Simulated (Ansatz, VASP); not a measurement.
# Ta3B2N in VASP and in Ansatz

File INCAR:

```
ALGO = Normal
EDIFF = 1E-6
ENCUT = 520
GGA = PE
ISIF = 2
ISMEAR = 0
LASPH = T
LCHARG = F
LREAL = F
LWAVE = F
NBANDS = 31
NELM = 100
PREC = Accurate
SIGMA = 0.1
```

Contents of KPOINTS:

```
k-points
0
Gamma
  6 6 4
```

File POSCAR:

```
Ta3B2N
1.0
    4.9393968100      0.0000000000      0.0000000000
   -2.4696984000      4.2776431200      0.0000000000
    0.0000000000      0.0000000000      4.1251041500
Ta B N
3 2 1
Direct
    0.5000000000      0.0000000000      0.3910249600
    0.0000000000      0.5000000000      0.3910249600
    0.5000000000      0.5000000000      0.3910249600
    0.3333333300      0.6666666700      0.6499078100
    0.6666666700      0.3333333300      0.6499078100
    0.0000000000      0.0000000000      0.8339446200
```

Input for Ansatz:

```yaml
crystal:
  lattice:
    - [4.93939681, 0.0, 0.0]
    - [-2.4696984, 4.27764312, 0.0]
    - [0.0, 0.0, 4.12510415]
  atoms:
    - { symbol: Ta, position: [0.5, 0.0, 0.39102496] }
    - { symbol: Ta, position: [0.0, 0.5, 0.39102496] }
    - { symbol: Ta, position: [0.5, 0.5, 0.39102496] }
    - { symbol: B, position: [0.33333333, 0.66666667, 0.64990781] }
    - { symbol: B, position: [0.66666667, 0.33333333, 0.64990781] }
    - { symbol: "N", position: [0.0, 0.0, 0.83394462] }
basis:
  ecutwfc: 420
kpoints:
  mp_grid: { grid: [6, 6, 4] }
hamiltonian:
  xc: pbe
scf:
  occupations: { method: gaussian, width: 0.1 }
  lower_state_search: "off"
output:
  forces: true
  stress: true
  eigenvalues: true
```

Alike in both runs: task single point; functional PBE; k mesh 6 × 6 × 4; occupations gaussian, width 0.1 eV; no spin polarisation.

|  | VASP | Ansatz |
| --- | --- | --- |
| version | VASP 6.6.1 | Ansatz 0.2.0 |
| potentials or method | VASP PAW PBE potentials, release 64 (Ta_pv, B, N) | scalar-relativistic, plane waves, PAW |
| plane-wave cutoff (eV) | 520 | 420 |
| valence electrons in the cell | 44 | 50 |

|  | VASP | Ansatz | Ansatz less VASP |
| --- | --- | --- | --- |
| gap on the k mesh at the Fermi level (eV) | none | none | - |
| rms of the force components (eV/Å) | 7.488 | 7.361 | -0.1270 |

Atom by atom the forces differ by 0.127 eV/Å (rms over components). A gap of «none» marks a metal or a gap that the smearing closes. The two sets of potentials don't hold the same shells in valence.

Caveats: the k mesh is coarse (spacing up to 0.38 Å⁻¹), so the values aren't converged; forces of over 1 eV/Å show positions far from the minimum, so gaps and moduli don't describe the material at rest. The runs have no spin-orbit coupling, so splittings on Ta are missing.
